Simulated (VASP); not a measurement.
Data:

```
CELL_PARAMETERS angstrom
     -3.32257     3.32257     3.02400
      3.32257    -3.32257     3.02400
      3.32257     3.32257    -3.02400
ATOMIC_POSITIONS crystal
  Hf 0.00000 0.00000 0.00000
  Hf 0.75000 0.25000 0.50000
  Si 0.25000 0.75000 0.50000
  Si 0.50000 0.50000 0.00000
  O  0.13409 0.31920 0.81489
  O  0.06920 0.75431 0.68511
  O  0.50431 0.31920 0.18511
  O  0.06920 0.38409 0.31489
  O  0.61591 0.93080 0.68511
  O  0.68080 0.86591 0.18511
  O  0.24569 0.93080 0.31489
  O  0.68080 0.49569 0.81489
```

All values below come from LDA (Ceperley-Alder, Perdew-Zunger), VASP's LDA PAW potentials (set 64) (plane waves; VASP). Settings: 240 eV cut-off, 6×6×6 Γ-centred mesh, Gaussian smearing of 0.050 eV, potentials Hf_pv Si O.

At this cut-off the stress carries a Pulay error, which pulls relaxed volumes low. Energy and stress use the plane-wave basis of the starting cell.

Question: The ions, cell shape and volume are relaxed. Give the cell that the relaxation ends in.

Answer: 
```
CELL_PARAMETERS angstrom
     -3.04796     3.04796     2.79275
      3.04796    -3.04796     2.79275
      3.04796     3.04796    -2.79275
ATOMIC_POSITIONS crystal
  Hf 0.00000 0.00000 0.00000
  Hf 0.75000 0.25000 0.50000
  Si 0.25000 0.75000 0.50000
  Si 0.50000 0.50000 0.00000
  O  0.12867 0.31896 0.80971
  O  0.06896 0.75924 0.69029
  O  0.50924 0.31896 0.19029
  O  0.06896 0.37867 0.30971
  O  0.62133 0.93104 0.69029
  O  0.68104 0.87133 0.19029
  O  0.24076 0.93104 0.30971
  O  0.68104 0.49076 0.80971
```
Space group I4_1/amd (141), at a tolerance of 0.03 Å.

Question: How do energy and volume change from the first to the last step?

Answer: The energy (σ→0) changes by -1122.7 meV/atom and the volume by -22.3 %, in 17 ionic steps.

| step | E(σ→0) (eV) | max force (eV/Å) | pressure (GPa) | volume (Å³) |
|---|---|---|---|---|
| 1 | -121.9295 | 0.342 | -124.56 | 133.53 |
| 2 | 559.4333 | 25.768 | 7954.70 | 26.41 |
| 3 | -131.4710 | 1.944 | -73.38 | 118.28 |
| 4 | -133.5759 | 2.414 | -48.47 | 112.80 |
| 5 | -134.9307 | 3.306 | 2.43 | 104.01 |
| 6 | -134.9311 | 3.246 | -1.17 | 104.56 |
| 7 | -131.5184 | 9.215 | 20.67 | 101.35 |
| 8 | -135.3874 | 0.260 | 0.60 | 103.72 |
| 9 | -135.3875 | 0.257 | 0.66 | 103.70 |
| 10 | -135.3978 | 0.098 | -1.89 | 104.06 |
| 11 | -135.3979 | 0.090 | -2.04 | 104.08 |
| 12 | -135.4013 | 0.080 | 0.92 | 103.65 |
| 13 | -135.4017 | 0.044 | 0.15 | 103.76 |
| 14 | -135.4023 | 0.007 | 0.11 | 103.76 |
| 15 | -135.4023 | 0.020 | 0.10 | 103.76 |
| 16 | -135.4023 | 0.011 | -0.08 | 103.79 |
| 17 | -135.4023 | 0.002 | -0.02 | 103.78 |

The structure comes from a computed database's HfSiO4 entry; how it stands against other phases isn't given here. This run relaxes it. Symmetry was kept, so distortions that lower it aren't found. The run is one of a series of settings (EDIFFG = -0.01, ENCUT = 240, IBRION = 2, ISIF = 3, NSW = 50 against the base run), some of them coarse on purpose.
